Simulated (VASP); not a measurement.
```
MgF2
1.0
    4.67797     0.00000     0.00000
    0.00000     4.67797     0.00000
    0.00000     0.00000     3.08317
Mg F
2 4
Direct
  0.00000   0.00000   0.00000
  0.50000   0.50000   0.50000
  0.30327   0.30327   0.00000
  0.80327   0.19673   0.50000
  0.19673   0.80327   0.50000
  0.69673   0.69673   0.00000
```

All values below come from PBE GGA, VASP's PBE PAW potentials (set 64) (plane waves; VASP 6.6.1). Run with 620 eV cut-off, 5×5×7 Γ-centred mesh, Gaussian smearing of 0.050 eV, potentials Mg F.

Energy and stress use the plane-wave basis of the starting cell.

Problem. The ions, cell shape and volume at an external pressure of 5.0 GPa are relaxed. Give the cell that the relaxation ends in.

Solution. 
```
MgF2
1.0
    4.59925     0.00000     0.00000
    0.00000     4.59925     0.00000
    0.00000     0.00000     3.04111
Mg F
2 4
Direct
  0.00000   0.00000   0.00000
  0.50000   0.50000   0.50000
  0.30248   0.30248   0.00000
  0.80248   0.19752   0.50000
  0.19752   0.80248   0.50000
  0.69752   0.69752   0.00000
```
Space group P4_2/mnm (136), at a tolerance of 0.03 Å.

Problem. How do energy and volume change from the first to the last step?

Solution. The energy (σ→0) changes by +7.9 meV/atom and the volume by -4.7 %, in 5 ionic steps.

The compound is MgF2 in the rutile structure. This run relaxes it under an external pressure of 5 GPa. Symmetry was kept, so distortions that lower it aren't found.
